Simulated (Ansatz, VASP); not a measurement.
## MgRe3 in VASP and in Ansatz

```
Mg Re
1.0
    -0.01367    3.19535    3.11724
     3.07289    0.00000    3.10356
     3.08656    3.19535   -0.01367
Mg Re
1 3
Direct
  0.99312 0.01265 0.00688
  0.25127 0.24780 0.23578
  0.49139 0.50471 0.50861
  0.76422 0.73484 0.74873
```

Alike in both runs: task single point; functional PBE; k mesh 10 × 10 × 10; occupations gaussian, width 0.1 eV; no spin polarisation.

|  | VASP | Ansatz |
| --- | --- | --- |
| version | VASP 6.6.1 | Ansatz 0.2.0 |
| potentials or method | VASP PAW PBE potentials, release 64 (Mg, Re) | scalar-relativistic, plane waves, PAW |
| plane-wave cutoff (eV) | 520 | 420 |
| valence electrons in the cell | 23 | 55 |

VASP gave:

| Item | Value |
| --- | --- |
| gap on the k mesh at the Fermi level (eV) | none |
| pressure (GPa) | -4.4 |
| largest component of the traceless stress (GPa) | 2.14 |
| rms of the force components (eV/Å) | 0.457 |

Problem. What did Ansatz give for the same quantities?

Solution. gap on the k mesh at the Fermi level (eV): none; pressure (GPa): -3.7; largest component of the traceless stress (GPa): 2.08; rms of the force components (eV/Å): 0.468.

Atom by atom the forces differ by 0.028 eV/Å (rms over components). A gap of «none» marks a metal or a gap that the smearing closes. The two sets of potentials don't hold the same shells in valence.

Caveats: forces of over 1 eV/Å show positions far from the minimum, so gaps and moduli don't describe the material at rest. Spin-orbit coupling is left out, which matters for the levels of Re.
